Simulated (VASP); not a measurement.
# ZnH8N4Cl2 in VASP: further runs

Runs on ZnH8N4Cl2. Level: PBE. Tasks: single point, molecular dynamics.

Everything below comes from runs of VASP 6.6.1. Logs are shortened: lines on timing, memory, paths and dates and some standing lists are left out, and cuts for length are marked.

## 1. The crystal as given

The cell holds a amorphous, 15 atoms: a = 5.481 Å, b = 5.942 Å, c = 5.237 Å, α = 95.79°, β = 73.07°, γ = 88.70°.

The cell was built by a generator and needn't be a form met in nature.

## 2. Single point, PBE

Input file INCAR:

```
SYSTEM = ZnH8N4Cl2
PREC     = Accurate       ! precision mode
ENCUT    = 520            ! plane-wave cutoff, eV
EDIFF    = 1E-7           ! SCF threshold, eV
ISMEAR   = 1              ! smearing method
SIGMA    = 0.15           ! smearing width, eV
LREAL    = Auto         
LASPH    = .True.         ! aspherical terms in the spheres
NELM     = 80             ! most SCF steps
ALGO     = Normal         ! electronic algorithm
ISIF     = 2              ! what is computed and relaxed
LWAVE    = .False.        ! write WAVECAR
LCHARG   = .False.        ! write CHGCAR
GGA      = PE             ! functional
NBANDS   = 40             ! bands
```

Input file KPOINTS:

```
Automatic mesh
0
Gamma
  3 3 3
  0 0 0
```

Input file POSCAR:

```
ZnH8N4Cl2
1.0
    5.4701520000     -0.3018890000      0.1775760000
    0.4627160000      5.9238510000     -0.0273890000
    1.3310500000     -0.6102750000      5.0283150000
H Cl N Zn
8 2 4 1
Direct
    0.0566941095      0.8890840243      0.4870885394
    0.8004277004      0.2115196207      0.2418326142
    0.7610704910      0.9310153836      0.9145051030
    0.4850701320      0.0299936051      0.1065475574
    0.4859397107      0.2063408841      0.4026886224
    0.1885943016      0.0955539408      0.3143496987
    0.3742437522      0.4741493428      0.5287812653
    0.3500396158      0.7056233433      0.3270860483
    0.7264320433      0.8523230831      0.3364304703
    0.0526879641      0.4722998166      0.3336968153
    0.4171568949      0.6976823349      0.9299580016
    0.0532002863      0.6990175450      0.7880483417
    0.6346852245      0.3539960334      0.6785175022
    0.5603675758      0.4178306381      0.1373030788
    0.0900848539      0.2124484829      0.7943509592
```

Potentials or basis: VASP PAW PBE potentials, release 64 (H, Cl, N, Zn).

The run is started by

```
$ cat potpaw_PBE.64/H/POTCAR potpaw_PBE.64/Cl/POTCAR potpaw_PBE.64/N/POTCAR potpaw_PBE.64/Zn/POTCAR > POTCAR
$ mpirun -np 1 vasp_std > vasp.out
```

OUTCAR:

```text
SYSTEM = ZnH8N4Cl2
   PREC = Accurate
   ENCUT = 520
   EDIFF = 1E-7
   ISMEAR = 1
   LREAL = Auto
   LASPH = .True.
   NELM = 80
   ISIF = 2
   GGA = PE

 ion  position               nearest neighbor table
   1  0.057  0.889  0.487-
   2  0.800  0.212  0.242-
   3  0.761  0.931  0.915-
   4  0.485  0.030  0.107-
   5  0.486  0.206  0.403-
   6  0.189  0.096  0.314-
   7  0.374  0.474  0.529-
   8  0.350  0.706  0.327-
   9  0.726  0.852  0.336-
  10  0.053  0.472  0.334-
  11  0.417  0.698  0.930-
  12  0.053  0.699  0.788-
  13  0.635  0.354  0.679-
  14  0.560  0.418  0.137-
  15  0.090  0.212  0.794-

  LATTYP: Found a triclinic cell.
 ALAT       =     5.9419581725
 B/A-ratio  =     1.3757813956
 C/A-ratio  =     1.7992168263
 COS(alpha) =     0.0004627801
 COS(beta)  =     0.5935635168
 COS(gamma) =     0.7420511163

  Lattice vectors:

 A1 = (   0.4627160000,   5.9238510000,  -0.0273890000)
 A2 = (   5.9328680000,   5.6219620000,   0.1501870000)
 A3 = (  -6.3384860000,   6.8360150000,  -5.2332800000)

Analysis of symmetry for initial positions (statically):
=====================================================================
 Subroutine PRICEL returns:
 Original cell was already a primitive cell.

 Routine SETGRP: Setting up the symmetry group for a
 triclinic supercell.

 Subroutine GETGRP returns: Found  1 space group operations
 (whereof  1 operations were pure point group operations)
 out of a pool of  2 trial point group operations.

The static configuration has the point symmetry C_1 .

Analysis of symmetry for dynamics (positions and initial velocities):
=====================================================================
 Subroutine PRICEL returns:
 Original cell was already a primitive cell.

 Routine SETGRP: Setting up the symmetry group for a
 triclinic supercell.

 Subroutine GETGRP returns: Found  1 space group operations
 (whereof  1 operations were pure point group operations)
 out of a pool of  2 trial point group operations.

The dynamic configuration has the point symmetry C_1 .
[... 122 lines left out ...]
   POTIM  = 0.5000    time-step for ionic-motion
   TEBEG  =    0.0;   TEEND  =   0.0 temperature during run
   PSTRESS=    0.0 pullay stress
   NELECT =      54.0000    total number of electrons
   NUPDOWN=      -1.0000    fix difference up-down
   EMIN   =  10.00;   EMAX   =-10.00  energy-range for DOS
   EFERMI =   0.00;   METHOD = LEGACY
   ISMEAR =     1;   SIGMA  =   0.15  broadening in eV -4-tet -1-fermi 0-gaus
   EFERMI_NEDOS =   21; number of points for ismear=-14 and -15
   IALGO  =     38    algorithm
   IMIX   =      4    mixing-type and parameters
     AMIX     =   0.40;   BMIX     =  1.00
     AMIX_MAG =   1.60;   BMIX_MAG =  1.00
  volume/ion in A,a.u.               =      10.81        72.93
  Fermi-wavevector in a.u.,A,eV,Ry     =   1.134842  2.144540 17.522473  1.287865
  Thomas-Fermi vector in A             =   2.271546
   LORBIT       =      0    0 simple, 1 ext, 2 COOP (PROOUT), +10 PAW based schemes
   GGA     = PE    functional components
   LHFCALC =     F    Hartree Fock is set to
   AEXX    =    0.0000 exact exchange contribution
   IVDW    =     0    specifies the selected vdW correction
   LEPSILON=     F    determine dielectric tensor
   LRPA    =     F    only Hartree local field effects (RPA)
 non-spin polarized calculation
 Methfessel and Paxton  Order N= 1 SIGMA  =   0.15
  energy-cutoff  :      520.00
  volume of cell :      162.11
 maximum number of plane-waves:      4384
 NGX is ok and might be reduce to    42
   NGX = 21   NGY = 23   NGZ = 19

 number of electron      53.9999988 magnetization

 Free energy of the ion-electron system (eV)
  ---------------------------------------------------
  ext. energy  EPLUGINS =         0.00000000
  ---------------------------------------------------
  free energy    TOTEN  =       -35.00264333 eV

  energy without entropy =      -34.99955601  energy(sigma->0) =      -35.00161422

 E-fermi :   0.3835     XC(G=0):  -9.2883

 val. band max:        0.3563357156   @ k =   0.3333   0.3333   0.0000
 cond. band min:       0.3876848272   @ k =   0.0000  -0.3333   0.3333
 fundamental gap:      0.0313491115
 Fermi energy:         0.3835166034

 k-point     1 :       0.0000    0.0000    0.0000
  band No.  band energies     occupation
      1     -15.2921      2.00000
      2     -14.0127      2.00000
      3     -13.0850      2.00000
      4     -12.1829      2.00000
      5     -11.5060      2.00000
      6     -11.1141      2.00000
[... 577 lines left out ...]
     38       4.3525      0.00000
     39       6.4691      0.00000
 [bands above 39 left out]

------------------------ aborting loop because EDIFF is reached ----------------------------------------

  FORCE on cell =-STRESS in cart. coord.  units (eV):
  Direction    XX          YY          ZZ          XY          YZ          ZX
  --------------------------------------------------------------------------------------
  -------------------------------------------------------------------------------------
  Total      -16.2390776    -15.6882608    -17.5256751      2.4601620     -0.7404139      0.4023967
  in kB     -160.4942332   -155.0503942   -173.2099482     24.3143007     -7.3176670      3.9769719
  external PRESSURE =    -162.9181919 kB  Pullay stress =       0.0000000 kB

 VOLUME and BASIS-vectors are now :
 -----------------------------------------------------------------------------
  energy-cutoff  :      520.00
  volume of cell :      162.11
      direct lattice vectors                 reciprocal lattice vectors
     5.470152000 -0.301889000  0.177576000     0.183641286 -0.014577282 -0.050381069
     0.462716000  5.923851000 -0.027389000     0.008695417  0.168213653  0.018113931
     1.331050000 -0.610275000  5.028315000    -0.006437967  0.001431052  0.200751662

 POSITION                                       TOTAL-FORCE (eV/Angst)
 -----------------------------------------------------------------------------------
      1.36986      4.95243      2.43495         0.434378      0.276975      0.197241
      4.79823      0.86379      1.35235        -0.639212      0.676865     -0.240564
      5.81122      4.72734      4.70807         0.082505     -0.879891      0.091565
      2.80911     -0.03378      0.62107        -0.482662     -0.322159     -0.073466
      3.28964      0.82988      2.10548         0.489482      0.971677     -0.326773
      1.49427      0.31727      1.61152         0.701473     -0.949738      0.434141
      2.97040      2.37311      2.71235         0.886473     -0.489701     -0.036617
      2.67664      3.87472      1.68752         0.071428     -0.405157     -0.949813
      4.81588      4.62442      1.79733         0.116525      0.912046      0.515851
      0.95092      2.57828      1.67435        -0.345966     -1.310464      0.023733
      3.84256      3.43950      4.73109        -0.436240     -0.136834     -0.008702
      1.66339      3.64389      3.95286         1.350133      1.300046     -0.611770
      4.53877      1.49133      3.51481        -1.776281      1.222108      1.066854
      3.44139      2.22220      0.77847        -0.053951     -1.034946     -0.013064
      1.64840      0.74654      4.00442        -0.398084      0.169173     -0.068616
 -----------------------------------------------------------------------------------
    total drift:                                0.000664      0.000626      0.000992

  FREE ENERGIE OF THE ION-ELECTRON SYSTEM (eV)
  ---------------------------------------------------
  free  energy   TOTEN  =       -35.0026433320 eV

  energy  without entropy=      -34.9995560092  energy(sigma->0) =      -35.00161422
```

OSZICAR:

```text
N       E                     dE             d eps       ncg     rms          rms(c)
DAV:   1     0.357475324635E+03    0.35748E+03   -0.23756E+04  1120   0.130E+03
DAV:   2     0.109400767822E+02   -0.34654E+03   -0.32583E+03  1288   0.296E+02
DAV:   3    -0.349680363953E+02   -0.45908E+02   -0.43199E+02  1336   0.106E+02
[... 10 lines left out ...]
DAV:  14    -0.350026148459E+02   -0.32153E-04   -0.86381E-04  1168   0.130E-01    0.565E-02
DAV:  15    -0.350026355746E+02   -0.20729E-04   -0.10119E-04  1240   0.475E-02    0.251E-02
DAV:  16    -0.350026425341E+02   -0.69595E-05   -0.15997E-05  1240   0.184E-02    0.803E-03
DAV:  17    -0.350026431504E+02   -0.61634E-06   -0.24014E-06  1256   0.744E-03    0.334E-03
DAV:  18    -0.350026434147E+02   -0.26429E-06   -0.43444E-07  1144   0.335E-03    0.134E-03
DAV:  19    -0.350026433320E+02    0.82709E-07   -0.72415E-08   832   0.158E-03
   1 F= -.35002643E+02 E0= -.35001614E+02  d E =-.308732E-02
```

It took 1.8 min on 1 thread of AMD EPYC 9R45 (Zen 5), shared host; peak memory 0.26 GiB.

What came out:

```yaml
Free_energy: -35.0026 eV
Pressure: -16.3 GPa
Largest_force: 2.406 eV/Å
Band_gap_on_the_k_mesh: none (metal or under the smearing width)
```

Forces on the atoms (eV/Å):
```
H    0.434  0.277  0.197
H   -0.639  0.677 -0.241
H    0.083 -0.880  0.092
H   -0.483 -0.322 -0.073
H    0.489  0.972 -0.327
H    0.701 -0.950  0.434
H    0.886 -0.490 -0.037
H    0.071 -0.405 -0.950
Cl   0.117  0.912  0.516
Cl  -0.346 -1.310  0.024
N   -0.436 -0.137 -0.009
N    1.350  1.300 -0.612
N   -1.776  1.222  1.067
N   -0.054 -1.035 -0.013
Zn  -0.398  0.169 -0.069
```

Stress tensor (GPa, compression positive):
```
-16.05   2.43   0.40
  2.43 -15.51  -0.73
  0.40  -0.73 -17.32
```

Caveat: the k mesh is coarse (spacing up to 0.42 Å⁻¹), so the values aren't converged; so large a pressure means that the cell lies far from this level's equilibrium, or that cutoff or potentials fall short.

(Part 1 of 2 ends here.)
